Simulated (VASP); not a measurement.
# NiMoIrPdW: band structure with BLYP

The system is NiMoIrPdW.

```xyz
5
Lattice="4.1833 0.0000 0.0000 -2.0917 3.6229 0.0000 0.0000 0.0000 5.5391" Properties=species:S:1:pos:R:3 pbc="T T T"
Ni   -2.0917    3.6229    5.3059
Mo    2.0917    1.2076    5.3349
Pd    2.0917    1.2076    2.5578
Ir    0.0000    2.4153    4.0194
W     0.0000    2.4153    1.3074
```

The cell was built by a generator and needn't be a form met in nature.

| Quantity | Value |
| --- | --- |
| Program | VASP 6.6.1 |
| Task | band structure |
| Functional | BLYP |
| Potentials or basis | VASP PAW PBE potentials, release 64 (Ni, Mo_sv, Pd, Ir, W_sv) |
| Cutoff | 520 eV |
| k mesh | 8 × 8 × 5 |
| Occupations | fermi-dirac, width 0.05 eV |
| Spin | collinear spin, ferromagnetic start |
| Starting moments | [1.0, 1.0, 0.0, 0.6, 0.0] μB |
| Further INCAR settings | ALGO = Fast; EDIFF = 1e-06; NBANDS = 40 |

The band gap along the path is none (metal or under the smearing width) and the net moment is 0.00 μB per cell.

Levels at the corners of the path, in eV from the Fermi level:
Spin up:
```
point  band 24  band 25  band 26  band 27  band 28  band 29  band 30  band 31  band 32  band 33
    Γ    -1.62    -1.62    -0.96    -0.76    -0.76     0.74     0.74     1.67     1.67     2.77
    M    -1.49    -1.35    -1.01    -0.53    -0.25     0.94     1.10     1.18     1.61     1.82
    M    -1.49    -1.35    -1.01    -0.53    -0.25     0.94     1.10     1.18     1.61     1.82
    K    -1.54    -1.43    -1.34    -1.19     0.37     0.37     0.37     0.97     1.33     1.85
    K    -1.54    -1.43    -1.34    -1.19     0.37     0.37     0.37     0.97     1.33     1.85
    Γ    -1.62    -1.62    -0.96    -0.76    -0.76     0.74     0.74     1.67     1.67     2.77
    Γ    -1.62    -1.62    -0.96    -0.76    -0.76     0.74     0.74     1.67     1.67     2.77
    A    -1.39    -1.39    -0.80    -0.31    -0.31    -0.18    -0.18     0.87     2.10     2.10
    A    -1.39    -1.39    -0.80    -0.31    -0.31    -0.18    -0.18     0.87     2.10     2.10
    L    -1.72    -1.58    -1.54    -0.87    -0.86    -0.26     0.01     0.34     1.04     1.32
    L    -1.72    -1.58    -1.54    -0.87    -0.86    -0.26     0.01     0.34     1.04     1.32
    H    -1.87    -1.80    -1.58    -1.02    -0.85    -0.53    -0.28     0.63     1.07     1.68
    H    -1.87    -1.80    -1.58    -1.02    -0.85    -0.53    -0.28     0.63     1.07     1.68
    A    -1.39    -1.39    -0.80    -0.31    -0.31    -0.18    -0.18     0.87     2.10     2.10
    L    -1.72    -1.58    -1.54    -0.87    -0.86    -0.26     0.01     0.34     1.04     1.32
    M    -1.49    -1.35    -1.01    -0.53    -0.25     0.94     1.10     1.18     1.61     1.82
    K    -1.54    -1.43    -1.34    -1.19     0.37     0.37     0.37     0.97     1.33     1.85
    H    -1.87    -1.80    -1.58    -1.02    -0.85    -0.53    -0.28     0.63     1.07     1.68
```
Spin down:
| point | band 24 | band 25 | band 26 | band 27 | band 28 | band 29 | band 30 | band 31 | band 32 | band 33 |
| --- | --- | --- | --- | --- | --- | --- | --- | --- | --- | --- |
| Γ | -1.62 | -1.62 | -0.96 | -0.76 | -0.76 | 0.74 | 0.74 | 1.67 | 1.67 | 2.77 |
| M | -1.49 | -1.35 | -1.01 | -0.53 | -0.25 | 0.94 | 1.10 | 1.18 | 1.61 | 1.82 |
| M | -1.49 | -1.35 | -1.01 | -0.53 | -0.25 | 0.94 | 1.10 | 1.18 | 1.61 | 1.82 |
| K | -1.54 | -1.43 | -1.34 | -1.19 | 0.37 | 0.37 | 0.37 | 0.97 | 1.33 | 1.85 |
| K | -1.54 | -1.43 | -1.34 | -1.19 | 0.37 | 0.37 | 0.37 | 0.97 | 1.33 | 1.85 |
| Γ | -1.62 | -1.62 | -0.96 | -0.76 | -0.76 | 0.74 | 0.74 | 1.67 | 1.67 | 2.77 |
| Γ | -1.62 | -1.62 | -0.96 | -0.76 | -0.76 | 0.74 | 0.74 | 1.67 | 1.67 | 2.77 |
| A | -1.39 | -1.39 | -0.80 | -0.31 | -0.31 | -0.18 | -0.18 | 0.87 | 2.10 | 2.10 |
| A | -1.39 | -1.39 | -0.80 | -0.31 | -0.31 | -0.18 | -0.18 | 0.87 | 2.10 | 2.10 |
| L | -1.72 | -1.58 | -1.54 | -0.87 | -0.86 | -0.26 | 0.01 | 0.34 | 1.04 | 1.32 |
| L | -1.72 | -1.58 | -1.54 | -0.87 | -0.86 | -0.26 | 0.01 | 0.34 | 1.04 | 1.32 |
| H | -1.87 | -1.80 | -1.58 | -1.02 | -0.85 | -0.53 | -0.28 | 0.63 | 1.07 | 1.68 |
| H | -1.87 | -1.80 | -1.58 | -1.02 | -0.85 | -0.53 | -0.28 | 0.63 | 1.07 | 1.68 |
| A | -1.39 | -1.39 | -0.80 | -0.31 | -0.31 | -0.18 | -0.18 | 0.87 | 2.10 | 2.10 |
| L | -1.72 | -1.58 | -1.54 | -0.87 | -0.86 | -0.26 | 0.01 | 0.34 | 1.04 | 1.32 |
| M | -1.49 | -1.35 | -1.01 | -0.53 | -0.25 | 0.94 | 1.10 | 1.18 | 1.61 | 1.82 |
| K | -1.54 | -1.43 | -1.34 | -1.19 | 0.37 | 0.37 | 0.37 | 0.97 | 1.33 | 1.85 |
| H | -1.87 | -1.80 | -1.58 | -1.02 | -0.85 | -0.53 | -0.28 | 0.63 | 1.07 | 1.68 |

Run time: 6.2 min on 4 MPI ranks on Intel(R) Xeon(R) Platinum 8488C (Sapphire Rapids), with other jobs on the host, peak memory 0.81 GiB a rank.

Caveat: the log is that of the step along the path at fixed density, whose energy, stress, charges and moments have no meaning; spin-orbit coupling is left out, which moves the levels of the heavy elements.
